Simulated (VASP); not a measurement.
Set up this calculation in VASP 6.6.1, as the native input.

* Task: single point
* Functional: PBE
* Potentials or basis: VASP PAW PBE potentials, release 54 (Cr_pv, Ca_sv, Mg)
* Cutoff: 520 eV
* k mesh: 5 × 5 × 5
* Occupations: gaussian, width 0.1 eV
* Spin: collinear spin, ferromagnetic start
* Starting moments: [3.0, 0.0, 0.0, 0.0, 0.0, 0.0, 0.0, 0.0] μB
* Further INCAR settings: ALGO = Normal; EDIFF = 1e-07; NBANDS = 31

The structure of CaMg6Cr lies in POSCAR:

```
CaMg6Cr
1.0
    5.1723670000      0.0000000000      0.0000000000
    0.0000000000      3.2632100000      5.6438340000
    0.0000000000     -3.2632100000      5.6438340000
Cr Ca Mg
1 1 6
Direct
    0.5000000000      0.6629090000      0.6629090000
    0.0000000000      0.8296510000      0.8296510000
    0.5000000000      0.1663380000      0.1663380000
    0.5000000000      0.6634670000      0.1752350000
    0.5000000000      0.1752350000      0.6634670000
    0.0000000000      0.3355940000      0.3355940000
    0.0000000000      0.8253860000      0.3414200000
    0.0000000000      0.3414200000      0.8253860000
```

The cell comes from a database or a generator and needn't be the stable form of this composition.

These files were run (other wordings do the same):

INCAR

```
PREC     = Accurate       # precision mode
ENCUT    = 520            # plane-wave cutoff, eV
EDIFF    = 1E-7           # SCF threshold, eV
ISMEAR   = 0              # smearing method
SIGMA    = 0.1            # smearing width, eV
LREAL    = False          # projectors in reciprocal space
LASPH    = True           # aspherical terms in the spheres
NELM     = 120            # most SCF steps
ALGO     = Normal         # electronic algorithm
ISIF     = 2              # what is computed and relaxed
LWAVE    = False          # write WAVECAR
LCHARG   = True           # write CHGCAR
ISPIN    = 2              # spin polarisation
MAGMOM   = 3 0 0 0 0 0 0 0 # initial moments
LORBIT   = 11             # projections on sites
LMAXMIX  = 4              # l up to which the mixer works
GGA      = PE             # functional
LELF     = True           # ELF
LVHAR    = True         
NBANDS   = 31             # bands
```

KPOINTS

```
Automatic mesh
0
Gamma
  5 5 5
```

Potentials or basis: VASP PAW PBE potentials, release 54 (Cr_pv, Ca_sv, Mg).

The run is started by

```console
$ cat potpaw_PBE.54/Cr_pv/POTCAR potpaw_PBE.54/Ca_sv/POTCAR potpaw_PBE.54/Mg/POTCAR > POTCAR
$ mpirun -np 1 vasp_std > vasp.out
```

It gave:

The pressure is 0.1 GPa and the largest force is 0.136 eV/Å. The band gap on the k mesh is none (metal or under the smearing width). The net moment is 4.51 μB per cell. The site moments are Cr +3.84; Ca +0.02; Mg -0.01, +0.01 μB and the valence electrons inside the program's atomic spheres are Cr 10.46; Ca 8.19; Mg 0.32, 0.35, 0.36.

Wall time 8 min on 1 thread of Intel(R) Xeon(R) Platinum 8259CL CPU @ 2.50GHz (Skylake/Cascade Lake), with other jobs on the host, peak memory 0.53 GiB.
